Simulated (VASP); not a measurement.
Method: PBEsol GGA, VASP's PBE PAW potentials (set 64) (plane waves; VASP 6.6.1).

A VASP calculation is set up with these files.

POSCAR:
```
VSi
1
    3.2966320000     0.0000000000     0.0000000000
   -1.6483160000     2.8549670000     0.0000000000
    0.0000000000     0.0000000000     3.2173500000
V Si
1 1
Direct
  0.0000000000   0.0000000000   0.0000000000
  0.6666670000   0.3333330000   0.5000000000
```

**INCAR**
```
ALGO=Normal
EDIFF=1E-6
EDIFFG=-0.01
ENCUT=400
GGA=PS
IBRION=2
ISIF=3
ISMEAR=1
ISPIN=2
LASPH=.TRUE.
LCHARG=.FALSE.
LMAXMIX=4
LORBIT=10
LREAL=.FALSE.
LWAVE=.FALSE.
MAGMOM=2.0 0.0
NELM=100
NSW=60
PREC=Accurate
SIGMA=0.1
SYSTEM=VSi
```

File KPOINTS:
```
Automatic mesh
0
Gamma
12 12 10
0 0 0
```

POTCAR, in this order: V_sv Si (PBE.64 set). Program: vasp_std.

Output of the run:

**OSZICAR**
```
...
DAV:   1    -0.161589948557E+02   -0.50468E-02   -0.13397E-01  6088   0.588E+00    0.600E-01
DAV:   2    -0.161556122108E+02    0.33826E-02   -0.21348E-02  6488   0.189E+00    0.323E-01
DAV:   3    -0.161542721257E+02    0.13401E-02   -0.46193E-03  6458   0.820E-01    0.135E-01
DAV:   4    -0.161540061610E+02    0.26596E-03   -0.45015E-04  6498   0.277E-01    0.238E-02
DAV:   5    -0.161539986940E+02    0.74670E-05   -0.22474E-05  6526   0.640E-02    0.123E-02
DAV:   6    -0.161539973641E+02    0.13299E-05   -0.14438E-06  4430   0.143E-02    0.530E-03
DAV:   7    -0.161539971009E+02    0.26320E-06   -0.33080E-07  2994   0.953E-03
   8 F= -.16153997E+02 E0= -.16153913E+02  d E =-.151804E+00  mag=     0.0000
       N       E                     dE             d eps       ncg     rms          rms(c)
DAV:   1    -0.162626663302E+02   -0.10867E+00   -0.18928E+00  6138   0.221E+01    0.305E+00
DAV:   2    -0.162072535322E+02    0.55413E-01   -0.50524E-01  6478   0.947E+00    0.126E+00
DAV:   3    -0.161849451779E+02    0.22308E-01   -0.78157E-02  6468   0.324E+00    0.393E-01
DAV:   4    -0.161829435970E+02    0.20016E-02   -0.67899E-03  6588   0.101E+00    0.211E-01
DAV:   5    -0.161827698051E+02    0.17379E-03   -0.26866E-04  6764   0.192E-01    0.603E-02
DAV:   6    -0.161827548788E+02    0.14926E-04   -0.71247E-05  6788   0.101E-01    0.109E-02
DAV:   7    -0.161827555744E+02   -0.69555E-06   -0.18868E-06  5102   0.169E-02
   9 F= -.16182756E+02 E0= -.16182840E+02  d E =-.287585E-01  mag=     0.0000
       N       E                     dE             d eps       ncg     rms          rms(c)
DAV:   1    -0.166709330198E+02   -0.48818E+00   -0.10407E+01  6068   0.517E+01    0.707E+00
DAV:   2    -0.163896865590E+02    0.28125E+00   -0.32836E+00  6484   0.240E+01    0.333E+00
DAV:   3    -0.162262653291E+02    0.16342E+00   -0.53822E-01  6408   0.848E+00    0.883E-01
DAV:   4    -0.162157377293E+02    0.10528E-01   -0.35154E-02  6318   0.206E+00    0.394E-01
DAV:   5    -0.162149824606E+02    0.75527E-03   -0.22761E-03  6918   0.528E-01    0.212E-01
DAV:   6    -0.162147774006E+02    0.20506E-03   -0.90835E-04  6558   0.375E-01    0.274E-02
DAV:   7    -0.162147795634E+02   -0.21627E-05   -0.23341E-05  6218   0.624E-02    0.152E-02
DAV:   8    -0.162147794969E+02    0.66422E-07   -0.27434E-06  6238   0.226E-02
  10 F= -.16214779E+02 E0= -.16215088E+02  d E =-.607824E-01  mag=    -0.0000
       N       E                     dE             d eps       ncg     rms          rms(c)
DAV:   1    -0.162286979303E+02   -0.13918E-01   -0.30573E-01  6118   0.880E+00    0.120E+00
DAV:   2    -0.162198960705E+02    0.88019E-02   -0.86177E-02  6448   0.386E+00    0.546E-01
DAV:   3    -0.162158608657E+02    0.40352E-02   -0.13809E-02  6438   0.137E+00    0.166E-01
DAV:   4    -0.162154636079E+02    0.39726E-03   -0.13044E-03  6428   0.432E-01    0.808E-02
DAV:   5    -0.162154427859E+02    0.20822E-04   -0.40380E-05  6870   0.765E-02    0.241E-02
DAV:   6    -0.162154400643E+02    0.27216E-05   -0.11496E-05  6778   0.401E-02    0.411E-03
DAV:   7    -0.162154403114E+02   -0.24712E-06   -0.34135E-07  3014   0.747E-03
  11 F= -.16215440E+02 E0= -.16215740E+02  d E =-.614432E-01  mag=     0.0000
       N       E                     dE             d eps       ncg     rms          rms(c)
DAV:   1    -0.162158610399E+02   -0.42098E-03   -0.10024E-02  6108   0.159E+00    0.218E-01
DAV:   2    -0.162155718352E+02    0.28920E-03   -0.27489E-03  6468   0.688E-01    0.977E-02
DAV:   3    -0.162154439446E+02    0.12789E-03   -0.43907E-04  6468   0.245E-01    0.309E-02
DAV:   4    -0.162154296973E+02    0.14247E-04   -0.45849E-05  6468   0.816E-02    0.153E-02
DAV:   5    -0.162154292119E+02    0.48543E-06   -0.12572E-06  4468   0.146E-02
  12 F= -.16215429E+02 E0= -.16215733E+02  d E =-.614321E-01  mag=    -0.0000
       N       E                     dE             d eps       ncg     rms          rms(c)
DAV:   1    -0.162157098768E+02   -0.28018E-03   -0.55259E-03  6048   0.120E+00    0.134E-01
DAV:   2    -0.162155645187E+02    0.14536E-03   -0.11560E-03  6504   0.438E-01    0.737E-02
DAV:   3    -0.162154939472E+02    0.70571E-04   -0.24811E-04  6488   0.188E-01    0.273E-02
DAV:   4    -0.162154823446E+02    0.11603E-04   -0.19190E-05  6398   0.573E-02    0.421E-03
DAV:   5    -0.162154819875E+02    0.35711E-06   -0.71507E-07  3744   0.112E-02
  13 F= -.16215482E+02 E0= -.16215789E+02  d E =-.527756E-04  mag=    -0.0000
       N       E                     dE             d eps       ncg     rms          rms(c)
DAV:   1    -0.162155617269E+02   -0.79382E-04   -0.17042E-03  6058   0.667E-01    0.740E-02
DAV:   2    -0.162155169468E+02    0.44780E-04   -0.35320E-04  6494   0.242E-01    0.410E-02
DAV:   3    -0.162154953355E+02    0.21611E-04   -0.75855E-05  6488   0.104E-01    0.151E-02
DAV:   4    -0.162154917647E+02    0.35708E-05   -0.58703E-06  6388   0.316E-02    0.240E-03
DAV:   5    -0.162154916240E+02    0.14079E-06   -0.21729E-07  2964   0.619E-03
  14 F= -.16215492E+02 E0= -.16215801E+02  d E =-.624121E-04  mag=     0.0000
       N       E                     dE             d eps       ncg     rms          rms(c)
DAV:   1    -0.162154949573E+02   -0.31925E-05   -0.74165E-05  6068   0.140E-01    0.153E-02
DAV:   2    -0.162154929462E+02    0.20111E-05   -0.15242E-05  6524   0.503E-02    0.859E-03
DAV:   3    -0.162154920265E+02    0.91968E-06   -0.32690E-06  6156   0.216E-02
  15 F= -.16215492E+02 E0= -.16215802E+02  d E =-.628146E-04  mag=    -0.0000
       N       E                     dE             d eps       ncg     rms          rms(c)
DAV:   1    -0.162155030368E+02   -0.10091E-04   -0.28583E-04  6058   0.273E-01    0.311E-02
DAV:   2    -0.162154950858E+02    0.79510E-05   -0.62411E-05  6474   0.102E-01    0.173E-02
DAV:   3    -0.162154912821E+02    0.38038E-05   -0.13431E-05  6468   0.438E-02    0.633E-03
DAV:   4    -0.162154906410E+02    0.64110E-06   -0.96467E-07  3054   0.132E-02
  16 F= -.16215491E+02 E0= -.16215801E+02  d E =-.614291E-04  mag=     0.0000
       N       E                     dE             d eps       ncg     rms          rms(c)
DAV:   1    -0.162154936636E+02   -0.23815E-05   -0.57043E-05  6028   0.121E-01    0.136E-02
DAV:   2    -0.162154922607E+02    0.14028E-05   -0.11804E-05  6488   0.444E-02    0.729E-03
DAV:   3    -0.162154915203E+02    0.74040E-06   -0.25149E-06  5650   0.191E-02
  17 F= -.16215492E+02 E0= -.16215801E+02  d E =-.623084E-04  mag=     0.0000
       N       E                     dE             d eps       ncg     rms          rms(c)
DAV:   1    -0.162154930007E+02   -0.73994E-06   -0.28176E-05  6108   0.853E-02    0.102E-02
DAV:   2    -0.162154922381E+02    0.76253E-06   -0.67898E-06  6400   0.334E-02
  18 F= -.16215492E+02 E0= -.16215802E+02  d E =-.630262E-04  mag=     0.0000
       N       E                     dE             d eps       ncg     rms          rms(c)
DAV:   1    -0.162157501395E+02   -0.25714E-03   -0.45326E-03  6238   0.104E+00    0.174E-01
DAV:   2    -0.162156102638E+02    0.13988E-03   -0.20793E-03  6468   0.578E-01    0.858E-02
DAV:   3    -0.162155108216E+02    0.99442E-04   -0.34149E-04  6478   0.216E-01    0.182E-02
DAV:   4    -0.162155062554E+02    0.45662E-05   -0.17582E-05  6208   0.455E-02    0.916E-03
DAV:   5    -0.162155058695E+02    0.38592E-06   -0.55364E-07  3374   0.903E-03
  19 F= -.16215506E+02 E0= -.16215815E+02  d E =-.136313E-04  mag=     0.0000
       N       E                     dE             d eps       ncg     rms          rms(c)
DAV:   1    -0.162155202911E+02   -0.14036E-04   -0.29268E-04  6278   0.264E-01    0.442E-02
DAV:   2    -0.162155114451E+02    0.88459E-05   -0.13538E-04  6518   0.148E-01    0.220E-02
DAV:   3    -0.162155048868E+02    0.65584E-05   -0.22226E-05  6508   0.549E-02    0.475E-03
DAV:   4    -0.162155045102E+02    0.37652E-06   -0.11005E-06  3170   0.117E-02
  20 F= -.16215505E+02 E0= -.16215814E+02  d E =-.122721E-04  mag=    -0.0000
```

**OUTCAR**
```
------------------------ aborting loop because EDIFF is reached ----------------------------------------
  FORCE on cell =-STRESS in cart. coord.  units (eV):
  Direction    XX          YY          ZZ          XY          YZ          ZX
  --------------------------------------------------------------------------------------
  Total        0.0109105      0.0109105     -0.0068824      0.0000000      0.0000000     -0.0000000
  in kB        0.6800426      0.6800425     -0.4289771      0.0000000      0.0000000     -0.0000000
  external PRESSURE =       0.3103693 kB  Pullay stress =       0.0000000 kB
  volume of cell :       25.71
      direct lattice vectors                 reciprocal lattice vectors
     2.771358805 -0.000000000  0.000000000     0.360833826  0.208327509  0.000000000
    -1.385679403  2.400067099 -0.000000000     0.000000000  0.416655018 -0.000000000
    -0.000000000  0.000000000  3.864585955    -0.000000000  0.000000000  0.258759932
 POSITION                                       TOTAL-FORCE (eV/Angst)
 -----------------------------------------------------------------------------------
     -0.00000      0.00000      0.00000        -0.000000     -0.000000     -0.000000
      1.38568      0.80002      1.93229         0.000000      0.000000      0.000000
 -----------------------------------------------------------------------------------
    total drift:                               -0.000020      0.000012     -0.000000
  FREE ENERGIE OF THE ION-ELECTRON SYSTEM (eV)
  ---------------------------------------------------
  free  energy   TOTEN  =       -16.2155045102 eV

  energy  without entropy=      -16.2164335485  energy(sigma->0) =      -16.21581419

 total charge

# of ion       s       p       d       tot
------------------------------------------
    1        2.276   6.253   3.171  11.701
    2        0.777   0.887   0.000   1.664
--------------------------------------------------
tot          3.053   7.139   3.171  13.364

 magnetization (x)

# of ion       s       p       d       tot
------------------------------------------
    1       -0.000  -0.000  -0.000  -0.000
    2        0.000  -0.000   0.000  -0.000
--------------------------------------------------
tot          0.000  -0.000  -0.000  -0.000

 reached required accuracy - stopping structural energy minimisation
```
(Selected blocks of OUTCAR.)

CONTCAR:
```
VSi
   1.00000000000000
     2.7713588051312947   -0.0000000000000000    0.0000000000000000
    -1.3856794025656474    2.4000670987174080   -0.0000000000000000
    -0.0000000000000000    0.0000000000000000    3.8645859548519290
  V               Si
     1     1
Direct
     0.0000000000000000    0.0000000000000000    0.0000000000000000
     0.6666669999999968    0.3333330000000032    0.5000000000000000
```

Energy and stress use the plane-wave basis of the starting cell.

The structure was generated: VSi was put into the WC type (P-6m2), which need not be its known phase. This run relaxes it. Symmetry was kept, so distortions that lower it aren't found.
